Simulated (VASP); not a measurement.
# Nb3Ir under strain, part 2 of 4

How does the pressure of Nb3Ir answer to a change of volume? The bands are shown for each cell. All runs use PBEsol. Left out of this account: 1 further run (fields: a reference on another mesh). The start is a cell from a database of measured crystal structures.

VASP 6.6.1; PBEsol; plane waves and PAW (Nb_sv, Ir).

Still holding for the runs below: Spin-orbit coupling is off here; with elements this heavy it splits and shifts levels by tenths of an eV or more.

So far, pressure (GPa): step 2 (bands, cell as listed) -3.87.

### 3. Bands, volume times 1.04

The cell is expanded evenly, with fractional positions held.

INCAR reads:

```
SYSTEM = Nb3Ir
PREC = Accurate
ENCUT = 400
EDIFF = 1E-06
NELM = 100
ISMEAR = -1
SIGMA = 0.05
LREAL = .FALSE.
ALGO = Normal
GGA = PS
NBANDS = 71
LASPH = .TRUE.
LORBIT = 11
LWAVE = .FALSE.
LCHARG = .FALSE.
KPAR = 8
```

POSCAR reads:

```
Nb3Ir
1.0
    5.2015603792      0.0000000000      0.0000000000
    0.0000000000      5.2015603792      0.0000000000
    0.0000000000      0.0000000000      5.2015603792
Nb Ir
6 2
Direct
    0.2500000000      0.0000000000      0.5000000000
    0.5000000000      0.7500000000      0.0000000000
    0.7500000000      0.0000000000      0.5000000000
    0.5000000000      0.2500000000      0.0000000000
    0.0000000000      0.5000000000      0.7500000000
    0.0000000000      0.5000000000      0.2500000000
    0.0000000000      0.0000000000      0.0000000000
    0.5000000000      0.5000000000      0.5000000000
```

KPOINTS reads:

```
Automatic mesh
0
Gamma
6 6 6
0 0 0
```

KPOINTS_OPT reads:

```
Line mode
12
Line-mode
Reciprocal
  0.00000000   0.00000000   0.00000000 GAMMA
  0.00000000   0.50000000   0.00000000 X

  0.00000000   0.50000000   0.00000000 X
  0.50000000   0.50000000   0.00000000 M

  0.50000000   0.50000000   0.00000000 M
  0.00000000   0.00000000   0.00000000 GAMMA

  0.00000000   0.00000000   0.00000000 GAMMA
  0.50000000   0.50000000   0.50000000 R

  0.50000000   0.50000000   0.50000000 R
  0.00000000   0.50000000   0.00000000 X

  0.50000000   0.50000000   0.00000000 M
  0.50000000   0.50000000   0.50000000 R
```

Potentials, in the order of the species: Nb_sv and Ir (PBE family, release 64).

Command:

```console
mpirun -np 8 vasp_std
```

What it wrote:

```text
[banner, memory and clock lines left out]
running    8 mpi-ranks, on    1 nodes
 distrk:  each k-point on    1 cores,    8 groups
 distr:  one band on    1 cores,    1 groups

 POSCAR found type information on POSCAR NbIr
 POSCAR found :  2 types and       8 ions
 [... a notice as in an earlier step ...]

 [... a notice as in an earlier step ...]

 LDA part: xc-table for (Slater+PW92), standard interpolation
 POSCAR, INCAR and KPOINTS ok, starting setup
 FFT: planning ... GRIDC
 FFT: planning ... GRID_SOFT
 FFT: planning ... GRID
 WAVECAR not read
 entering main loop
       N       E                     dE             d eps       ncg     rms          rms(c)
DAV:   1     0.108001771536E+04    0.10800E+04   -0.42589E+04  2888   0.117E+03
DAV:   2     0.467673497518E+00   -0.10796E+04   -0.10334E+04  3027   0.499E+02
DAV:   3    -0.850836940899E+02   -0.85551E+02   -0.80415E+02  4320   0.107E+02
DAV:   4    -0.936597783566E+02   -0.85761E+01   -0.84497E+01  4937   0.300E+01
DAV:   5    -0.940187765652E+02   -0.35900E+00   -0.35790E+00  4477   0.658E+00    0.237E+01
DAV:   6    -0.897917598924E+02    0.42270E+01   -0.98605E+00  3776   0.175E+01    0.807E+00
DAV:   7    -0.893994701310E+02    0.39229E+00   -0.48637E+00  4202   0.136E+01    0.706E+00
DAV:   8    -0.885909186989E+02    0.80855E+00   -0.17044E+00  3932   0.739E+00    0.258E+00
DAV:   9    -0.885954125979E+02   -0.44939E-02   -0.16612E-01  4112   0.207E+00    0.619E-01
DAV:  10    -0.885933211901E+02    0.20914E-02   -0.27848E-02  4236   0.832E-01    0.165E-01
DAV:  11    -0.885933044607E+02    0.16729E-04   -0.13213E-03  4680   0.150E-01    0.107E-01
DAV:  12    -0.885933519071E+02   -0.47446E-04   -0.18858E-04  3929   0.848E-02    0.271E-02
DAV:  13    -0.885933438522E+02    0.80549E-05   -0.23280E-05  4360   0.224E-02    0.172E-02
DAV:  14    -0.885933471547E+02   -0.33024E-05   -0.28696E-06  2640   0.114E-02    0.233E-03
DAV:  15    -0.885933473134E+02   -0.15877E-06   -0.41553E-07  1880   0.416E-03
   1 F= -.88593347E+02 E0= -.88572890E+02  d E =-.409149E-01
 Start KPOINTS_OPT (optional k-point list driver)
k-point batch [1-20\72]
       N       E                     dE             ncg
DAV:   1     0.599081665500E+04   -0.16964E+05     2912
DAV:   2    -0.156713492877E+05   -0.21662E+05     3020
DAV:   3    -0.173948729557E+05   -0.17235E+04     4376
DAV:   4    -0.175619841170E+05   -0.16711E+03     4921
DAV:   5    -0.175700607942E+05   -0.80767E+01     4444
DAV:   6    -0.175705234924E+05   -0.46270E+00     4864
DAV:   7    -0.175705527697E+05   -0.29277E-01     4433
DAV:   8    -0.175705548644E+05   -0.20947E-02     4400
DAV:   9    -0.175705550509E+05   -0.18644E-03     3825
DAV:  10    -0.175705550667E+05   -0.15821E-04     2977
DAV:  11    -0.175705550682E+05   -0.15289E-05     2441
DAV:  12    -0.175705550684E+05   -0.19536E-06     2106
[...]
k-point batch [61-72\72]
       N       E                     dE             ncg
DAV:   1     0.185778645050E+05   -0.23926E+05     1736
DAV:   2     0.535693194586E+04   -0.13221E+05     1874
DAV:   3     0.431996306564E+04   -0.10370E+04     2480
DAV:   4     0.420372184673E+04   -0.11624E+03     3059
DAV:   5     0.419962419798E+04   -0.40976E+01     2768
DAV:   6     0.419942192936E+04   -0.20227E+00     2865
DAV:   7     0.419941333124E+04   -0.85981E-02     2720
DAV:   8     0.419941262301E+04   -0.70823E-03     2546
DAV:   9     0.419941257732E+04   -0.45686E-04     2096
DAV:  10     0.419941257260E+04   -0.47218E-05     1796
DAV:  11     0.419941257207E+04   -0.53181E-06     1400
```

Wall time 2.9 min (8 MPI ranks of AMD EPYC 7R43, shared host); peak memory 2.6 GiB.

Parts of OUTCAR (step 3):

```text
  LATTYP: Found a simple cubic cell.
 ALAT       =     5.2015603792

 Found     20 irreducible k-points:

   ENCUT  =  400.0 eV  29.40 Ry    5.42 a.u.   8.48  8.48  8.48*2*pi/ulx,y,z

   NELECT =      96.0000    total number of electrons

 E-fermi :  10.6359

 k-point     1 :       0.0000    0.0000    0.0000
  band No.  band energies     occupation
    ...
     45       9.3278      2.00000
     46       9.3278      2.00000
     47       9.7014      2.00000
     48       9.7014      2.00000
     49       9.7014      2.00000
     50      11.2343      0.00001
     51      11.2343      0.00001
     52      11.5472      0.00000
     53      11.5472      0.00000
     54      11.5472      0.00000
    ...

 k-point     2 :       0.1667    0.0000    0.0000
  band No.  band energies     occupation
    ...
     45       9.3466      2.00000
     46       9.3979      2.00000
     47       9.5284      2.00000
     48       9.8854      2.00000
     49       9.8854      2.00000
     50      11.0126      0.00107
     51      11.3436      0.00000
     52      11.5061      0.00000
     53      11.5162      0.00000
     54      11.5162      0.00000
    ...

  Total      -10.4808029    -10.4808029    -10.4808029     -0.0000000      0.0000000      0.0000000
  in kB     -119.3175166   -119.3175166   -119.3175166     -0.0000000      0.0000000      0.0000000
  external PRESSURE =    -119.3175166 kB  Pullay stress =       0.0000000 kB

  energy-cutoff  :      400.00
  volume of cell :      140.73
      direct lattice vectors                 reciprocal lattice vectors
     5.201560379  0.000000000  0.000000000     0.192250003  0.000000000  0.000000000
     0.000000000  5.201560379  0.000000000     0.000000000  0.192250003  0.000000000
     0.000000000  0.000000000  5.201560379     0.000000000  0.000000000  0.192250003

 POSITION                                       TOTAL-FORCE (eV/Angst)
 -----------------------------------------------------------------------------------
      1.30039      0.00000      2.60078        -0.000000     -0.000000     -0.000000
      2.60078      3.90117      0.00000        -0.000000      0.000000     -0.000000
      3.90117      0.00000      2.60078         0.000000     -0.000000      0.000000
      2.60078      1.30039      0.00000        -0.000000      0.000000      0.000000
      0.00000      2.60078      3.90117         0.000000      0.000000     -0.000000
      0.00000      2.60078      1.30039         0.000000     -0.000000     -0.000000
      0.00000      0.00000      0.00000        -0.000000      0.000000     -0.000000
      2.60078      2.60078      2.60078        -0.000000      0.000000     -0.000000
 -----------------------------------------------------------------------------------
    total drift:                                0.000000      0.000000     -0.000000

  FREE ENERGIE OF THE ION-ELECTRON SYSTEM (eV)
  ---------------------------------------------------
  free  energy   TOTEN  =       -88.5933473134 eV

  energy  without entropy=      -88.5524324459  energy(sigma->0) =      -88.57288988

 total charge
# of ion       s       p       d       tot
------------------------------------------
    1        2.211   6.017   2.424  10.652
    2        2.211   6.017   2.424  10.652
    3        2.211   6.017   2.424  10.652
    4        2.211   6.017   2.424  10.652
    5        2.211   6.017   2.424  10.652
    6        2.211   6.017   2.424  10.652
    7        0.731   0.689   6.825   8.245
    8        0.731   0.689   6.825   8.245
--------------------------------------------------
tot         14.726  37.479  28.194  80.400

[... 5 parts as in an earlier step ...]

[... 6 further parts left out ...]
```

Numbers from this step:

```yaml
free_energy_toten: -88.5933 eV
energy_at_zero_smearing: -88.5729 eV
fermi_energy: 10.64 eV
pressure: -11.93 GPa
```

The electronic bands at the labelled points (eV, zero at the Fermi level; # counts the bands kept, so #1 is VASP's band 25):

| point | #21 | #22 | #23 | #24 | #25 | #26 | #27 | #28 |
| --- | --- | --- | --- | --- | --- | --- | --- | --- |
| Γ | -1.31 | -1.31 | -0.93 | -0.93 | -0.93 | 0.60 | 0.60 | 0.91 |
| 0.55 of the way | -1.31 | -0.84 | -0.71 | -0.55 | -0.55 | 0.15 | 0.75 | 0.75 |
| X | -0.48 | -0.48 | -0.31 | -0.31 | 0.16 | 0.16 | 0.36 | 0.36 |
| 0.45 of the way | -1.21 | -0.66 | -0.41 | 0.08 | 0.33 | 0.35 | 0.53 | 0.58 |
| M | -1.04 | -0.17 | -0.17 | -0.06 | -0.06 | 0.78 | 1.11 | 1.30 |
| 0.55 of the way | -1.18 | -1.03 | -0.96 | -0.69 | -0.27 | 0.36 | 0.61 | 0.65 |
| Γ | -1.31 | -1.31 | -0.93 | -0.93 | -0.93 | 0.60 | 0.60 | 0.91 |
| 0.55 of the way | -1.06 | -0.77 | -0.75 | -0.75 | 0.45 | 0.58 | 0.58 | 0.87 |
| R | -0.71 | -0.71 | -0.71 | -0.71 | 1.19 | 1.19 | 1.19 | 1.19 |
| 0.55 of the way | -1.04 | -1.04 | 0.05 | 0.05 | 0.32 | 0.32 | 0.77 | 0.77 |
| X | -0.48 | -0.48 | -0.31 | -0.31 | 0.16 | 0.16 | 0.36 | 0.36 |
| jump to M | -1.04 | -0.17 | -0.17 | -0.06 | -0.06 | 0.78 | 1.11 | 1.30 |
| 0.45 of the way | -0.77 | -0.56 | -0.56 | 0.46 | 0.68 | 0.68 | 0.68 | 0.84 |
| R | -0.71 | -0.71 | -0.71 | -0.71 | 1.19 | 1.19 | 1.19 | 1.19 |

Of the projections kept (Nb, Ir), the largest for each band there; the rest of the weight can lie on other orbitals:

```csv
point,#21,#22,#23,#24,#25,#26,#27,#28
Γ,Nb 0.71,Nb 0.71,Nb 0.72,Nb 0.72,Nb 0.72,Nb 0.65,Nb 0.65,Nb 0.70
X,Nb 0.90,Nb 0.90,Nb 0.80,Nb 0.80,Nb 0.66,Nb 0.66,Nb 0.71,Nb 0.71
M,Nb 0.78,Ir 0.53,Ir 0.53,Nb 1.00,Nb 1.00,Nb 0.50,Nb 0.99,Nb 0.81
Γ,Nb 0.71,Nb 0.71,Nb 0.72,Nb 0.72,Nb 0.72,Nb 0.65,Nb 0.65,Nb 0.70
R,Nb 0.73,Nb 0.73,Nb 0.73,Nb 0.73,Nb 0.78,Nb 0.78,Nb 0.78,Nb 0.78
X,Nb 0.90,Nb 0.90,Nb 0.80,Nb 0.80,Nb 0.66,Nb 0.66,Nb 0.71,Nb 0.71
```

 The pressure is -11.93 GPa.

Between step 2 and this run (cell volume +4.0 %) the value for the pressure moves from -3.87 GPa to -11.9 GPa.

### 4. Bands, volume times 1.08

The cell is expanded evenly, with fractional positions held.

INCAR is that of step 3.

Edit POSCAR of step 3 so:

```diff
@@ -2,5 +2,5 @@
 1.0
-    5.2015603792      0.0000000000      0.0000000000
-    0.0000000000      5.2015603792      0.0000000000
-    0.0000000000      0.0000000000      5.2015603792
+    5.2674099061      0.0000000000      0.0000000000
+    0.0000000000      5.2674099061      0.0000000000
+    0.0000000000      0.0000000000      5.2674099061
 Nb Ir
```

KPOINTS is that of step 3.

KPOINTS_OPT is that of step 3.

Command:

```console
mpirun -np 8 vasp_std
```

What it wrote:

```text
[... set-up lines as in an earlier step ...]
 entering main loop
       N       E                     dE             d eps       ncg     rms          rms(c)
DAV:   1     0.105868751032E+04    0.10587E+04   -0.42699E+04  2904   0.116E+03
DAV:   2    -0.330290912891E+00   -0.10590E+04   -0.10133E+04  3035   0.493E+02
DAV:   3    -0.846645055181E+02   -0.84334E+02   -0.79352E+02  4280   0.105E+02
DAV:   4    -0.933873579686E+02   -0.87229E+01   -0.85988E+01  5049   0.299E+01
DAV:   5    -0.937694596842E+02   -0.38210E+00   -0.38106E+00  4481   0.662E+00    0.223E+01
DAV:   6    -0.892636553720E+02    0.45058E+01   -0.10142E+01  3784   0.173E+01    0.750E+00
DAV:   7    -0.889627283850E+02    0.30093E+00   -0.48393E+00  4256   0.133E+01    0.719E+00
DAV:   8    -0.880988890820E+02    0.86384E+00   -0.17869E+00  3942   0.746E+00    0.259E+00
DAV:   9    -0.881024758709E+02   -0.35868E-02   -0.17001E-01  4104   0.210E+00    0.683E-01
DAV:  10    -0.880998015756E+02    0.26743E-02   -0.29167E-02  4244   0.872E-01    0.153E-01
DAV:  11    -0.880997316912E+02    0.69884E-04   -0.14507E-03  4704   0.147E-01    0.107E-01
DAV:  12    -0.880997845839E+02   -0.52893E-04   -0.22976E-04  3833   0.933E-02    0.278E-02
DAV:  13    -0.880997756074E+02    0.89765E-05   -0.27184E-05  4384   0.240E-02    0.167E-02
DAV:  14    -0.880997783330E+02   -0.27256E-05   -0.26581E-06  2688   0.106E-02    0.231E-03
DAV:  15    -0.880997784563E+02   -0.12330E-06   -0.39108E-07  1888   0.410E-03
   1 F= -.88099778E+02 E0= -.88080401E+02  d E =-.387547E-01
 Start KPOINTS_OPT (optional k-point list driver)
k-point batch [1-20\72]
       N       E                     dE             ncg
DAV:   1     0.487200108704E+04   -0.17689E+05     2872
DAV:   2    -0.166498541363E+05   -0.21522E+05     3018
DAV:   3    -0.183605901096E+05   -0.17107E+04     4336
DAV:   4    -0.185289830532E+05   -0.16839E+03     5040
DAV:   5    -0.185362161399E+05   -0.72331E+01     4429
DAV:   6    -0.185365730224E+05   -0.35688E+00     4977
DAV:   7    -0.185365939369E+05   -0.20914E-01     4346
DAV:   8    -0.185365951075E+05   -0.11706E-02     4385
DAV:   9    -0.185365951927E+05   -0.85257E-04     3723
DAV:  10    -0.185365951994E+05   -0.66640E-05     2826
DAV:  11    -0.185365952003E+05   -0.86024E-06     2369
[...]
k-point batch [61-72\72]
       N       E                     dE             ncg
DAV:   1     0.178834584908E+05   -0.24746E+05     1752
DAV:   2     0.483688961184E+04   -0.13047E+05     1889
DAV:   3     0.381552715371E+04   -0.10214E+04     2472
DAV:   4     0.370078349796E+04   -0.11474E+03     3073
DAV:   5     0.369660040546E+04   -0.41831E+01     2696
DAV:   6     0.369636515551E+04   -0.23525E+00     2985
DAV:   7     0.369635699556E+04   -0.81600E-02     2632
DAV:   8     0.369635637548E+04   -0.62008E-03     2586
DAV:   9     0.369635634361E+04   -0.31869E-04     2176
DAV:  10     0.369635634137E+04   -0.22440E-05     1882
DAV:  11     0.369635634123E+04   -0.13449E-06     1408
```

Elapsed: 3.1 min, on 8 MPI ranks; peak memory 2.6 GiB; 24 min of CPU time.

Parts of OUTCAR (step 4):

```text
  LATTYP: Found a simple cubic cell.
 ALAT       =     5.2674099061

 Found     20 irreducible k-points:

   ENCUT  =  400.0 eV  29.40 Ry    5.42 a.u.   8.59  8.59  8.59*2*pi/ulx,y,z

   NELECT =      96.0000    total number of electrons

 E-fermi :  10.1093

 k-point     1 :       0.0000    0.0000    0.0000
  band No.  band energies     occupation
    ...
     45       8.8554      2.00000
     46       8.8554      2.00000
     47       9.1581      2.00000
     48       9.1581      2.00000
     49       9.1581      2.00000
     50      10.6718      0.00003
     51      10.6718      0.00003
     52      10.9827      0.00000
     53      10.9827      0.00000
     54      10.9827      0.00000
    ...

 k-point     2 :       0.1667    0.0000    0.0000
  band No.  band energies     occupation
    ...
     45       8.8771      2.00000
     46       8.9121      2.00000
     47       9.0442      2.00000
     48       9.3454      2.00000
     49       9.3454      2.00000
     50      10.4672      0.00156
     51      10.7776      0.00000
     52      10.9440      0.00000
     53      10.9552      0.00000
     54      10.9552      0.00000
    ...

  Total      -16.8245987    -16.8245987    -16.8245987     -0.0000000     -0.0000000     -0.0000000
  in kB     -184.4437523   -184.4437523   -184.4437523     -0.0000000     -0.0000000     -0.0000000
  external PRESSURE =    -184.4437523 kB  Pullay stress =       0.0000000 kB

  energy-cutoff  :      400.00
  volume of cell :      146.15
      direct lattice vectors                 reciprocal lattice vectors
     5.267409906  0.000000000  0.000000000     0.189846626  0.000000000  0.000000000
     0.000000000  5.267409906  0.000000000     0.000000000  0.189846626  0.000000000
     0.000000000  0.000000000  5.267409906     0.000000000  0.000000000  0.189846626

 POSITION                                       TOTAL-FORCE (eV/Angst)
 -----------------------------------------------------------------------------------
      1.31685      0.00000      2.63370        -0.000000      0.000000     -0.000000
      2.63370      3.95056      0.00000         0.000000     -0.000000      0.000000
      3.95056      0.00000      2.63370         0.000000     -0.000000      0.000000
      2.63370      1.31685      0.00000        -0.000000     -0.000000     -0.000000
      0.00000      2.63370      3.95056        -0.000000      0.000000      0.000000
      0.00000      2.63370      1.31685         0.000000     -0.000000     -0.000000
      0.00000      0.00000      0.00000         0.000000     -0.000000      0.000000
      2.63370      2.63370      2.63370         0.000000     -0.000000      0.000000
 -----------------------------------------------------------------------------------
    total drift:                                0.000000      0.000000     -0.000000

  FREE ENERGIE OF THE ION-ELECTRON SYSTEM (eV)
  ---------------------------------------------------
  free  energy   TOTEN  =       -88.0997784563 eV

  energy  without entropy=      -88.0610238013  energy(sigma->0) =      -88.08040113

 total charge
# of ion       s       p       d       tot
------------------------------------------
    1        2.205   6.010   2.382  10.597
    2        2.205   6.010   2.382  10.597
    3        2.205   6.010   2.382  10.597
    4        2.205   6.010   2.382  10.597
    5        2.205   6.010   2.382  10.597
    6        2.205   6.010   2.382  10.597
    7        0.711   0.651   6.794   8.156
    8        0.711   0.651   6.794   8.156
--------------------------------------------------
tot         14.650  37.360  27.880  79.891

[... 5 parts as in an earlier step ...]

[... 6 further parts left out ...]
```

Numbers from this step:

- free energy (TOTEN): -88.0998 eV
- energy at zero smearing: -88.0804 eV
- Fermi energy: 10.11 eV
- pressure: -18.44 GPa

Electronic bands along the path, in eV, zero at the Fermi level; # counts the bands kept, so #1 is VASP's band 25:

| point | #21 | #22 | #23 | #24 | #25 | #26 | #27 | #28 |
| --- | --- | --- | --- | --- | --- | --- | --- | --- |
| Γ | -1.25 | -1.25 | -0.95 | -0.95 | -0.95 | 0.56 | 0.56 | 0.87 |
| 0.55 of the way | -1.25 | -0.77 | -0.70 | -0.56 | -0.56 | 0.14 | 0.72 | 0.72 |
| X | -0.47 | -0.47 | -0.31 | -0.31 | 0.17 | 0.17 | 0.36 | 0.36 |
| 0.45 of the way | -1.15 | -0.64 | -0.39 | 0.10 | 0.32 | 0.34 | 0.51 | 0.54 |
| M | -1.01 | -0.19 | -0.19 | -0.01 | -0.01 | 0.74 | 1.05 | 1.22 |
| 0.45 of the way | -1.02 | -0.93 | -0.85 | -0.49 | -0.06 | 0.29 | 0.52 | 0.72 |
| Γ | -1.25 | -1.25 | -0.95 | -0.95 | -0.95 | 0.56 | 0.56 | 0.87 |
| 0.45 of the way | -1.21 | -0.88 | -0.85 | -0.85 | 0.11 | 0.51 | 0.51 | 0.77 |
| R | -0.73 | -0.73 | -0.73 | -0.73 | 1.12 | 1.12 | 1.12 | 1.12 |
| 0.55 of the way | -0.99 | -0.99 | 0.03 | 0.03 | 0.30 | 0.30 | 0.74 | 0.74 |
| X | -0.47 | -0.47 | -0.31 | -0.31 | 0.17 | 0.17 | 0.36 | 0.36 |
| jump to M | -1.01 | -0.19 | -0.19 | -0.01 | -0.01 | 0.74 | 1.05 | 1.22 |
| 0.45 of the way | -0.79 | -0.56 | -0.56 | 0.41 | 0.67 | 0.67 | 0.67 | 0.78 |
| R | -0.73 | -0.73 | -0.73 | -0.73 | 1.12 | 1.12 | 1.12 | 1.12 |

Of the projections kept (Nb, Ir), the largest for each band there; the rest of the weight can lie on other orbitals:

```csv
point,#21,#22,#23,#24,#25,#26,#27,#28
Γ,Nb 0.69,Nb 0.69,Nb 0.72,Nb 0.72,Nb 0.72,Nb 0.65,Nb 0.65,Nb 0.70
X,Nb 0.90,Nb 0.90,Nb 0.80,Nb 0.80,Nb 0.66,Nb 0.66,Nb 0.71,Nb 0.71
M,Nb 0.79,Ir 0.53,Ir 0.53,Nb 1.00,Nb 1.00,Nb 0.50,Nb 0.99,Nb 0.80
Γ,Nb 0.69,Nb 0.69,Nb 0.72,Nb 0.72,Nb 0.72,Nb 0.65,Nb 0.65,Nb 0.70
R,Nb 0.74,Nb 0.74,Nb 0.74,Nb 0.74,Nb 0.78,Nb 0.78,Nb 0.78,Nb 0.78
X,Nb 0.90,Nb 0.90,Nb 0.80,Nb 0.80,Nb 0.66,Nb 0.66,Nb 0.71,Nb 0.71
```

 The pressure is -18.44 GPa.

Between step 2 and this run (cell volume +8.0 %) the value for the pressure moves from -3.87 GPa to -18.4 GPa.

(Part 2 of 4 ends here.)

[Lines on the potential files, build, host, timing and source positions are cut from VASP's logs without a mark.]

[Logs are printed without paths, hosts, clocks, repeated set-up lines and the standing remarks that a program may print on its own settings, such as how far it seeks lower states.]

[Hosts, paths, dates, database ids (printed as entryN), source tags and the programs' standing remarks are cut or masked in the printed files.]

[A measured line is paired with the nearest computed mode of its activity, which favours agreement.]
